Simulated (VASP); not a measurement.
A VASP calculation is set up with these files.

### POSCAR
```
Se
1
    2.2287000000    -3.8602220000     0.0000000000
    2.2287000000     3.8602220000     0.0000000000
    0.0000000000     0.0000000000     5.0490000000
Se
3
Direct
  0.0000000000   0.2250000000   0.6666670000
  0.7750000000   0.7750000000   0.0000000000
  0.2250000000   0.0000000000   0.3333330000
```

File KPOINTS:
```
kpoints
0
G
  5 5 4
0 0 0
```

INCAR:
```
# general
SYSTEM     = Se
PREC       = Accurate
ENCUT      = 400   # plane-wave cut-off (eV)
LREAL      = .False.   # projection in real space or not
LASPH      = .True.   # aspherical one-centre terms

# electronic loop
EDIFF      = 1E-6   # SCF stop (eV)
NELM       = 100   # most electronic steps
ALGO       = Normal   # blocked Davidson
LMAXMIX    = 4   # l cut-off of mixed one-centre charges

# smearing
ISMEAR     = 0
SIGMA      = 0.05   # width (eV)

# functional
GGA        = PE   # PBE
GGA_COMPAT = .False.

# spin
MAGMOM     = 0 0 0 0 0 0 0 0 0
LSORBIT    = .True.

# ions
ISIF       = 2

# output
LWAVE      = .False.
LCHARG     = .False.
```

POTCAR, in this order: Se (PBE.64 set). Program: vasp_ncl.

**Question.** Translate this PBE+SOC calculation to Ansatz.

**Answer.** One equivalent input (not run):
Ansatz 0.2 input:
```yaml
crystal:
  lattice:
    - [2.2287000, -3.8602220, 0.0000000]
    - [2.2287000, 3.8602220, 0.0000000]
    - [0.0000000, 0.0000000, 5.0490000]
  atoms:
    - { symbol: Se, position: [0.0000000, 0.2250000, 0.6666670] }
    - { symbol: Se, position: [0.7750000, 0.7750000, 0.0000000] }
    - { symbol: Se, position: [0.2250000, 0.0000000, 0.3333330] }
kpoints:
  mp_grid: { grid: [5, 5, 4] }
hamiltonian:
  xc: pbe
  pseudopotentials: { kind: paw }
magnetization: { noncollinear: true, spin_orbit: true }
scf:
  occupations: { method: gaussian, width: 0.05 }
  max_iter: 100
output: { forces: true, stress: true, eigenvalues: true }
```
The two are equivalent in intent, not identical: each code has its own PAW files, so the cut-off isn't converted (ENCUT is set for VASP's; basis.ecutwfc is left out, and Ansatz then takes the one that its files recommend); Ansatz stops its SCF on the density residual and VASP on the energy change (EDIFF).

The compound is Se in the trig structure. The cell was not relaxed at this level.
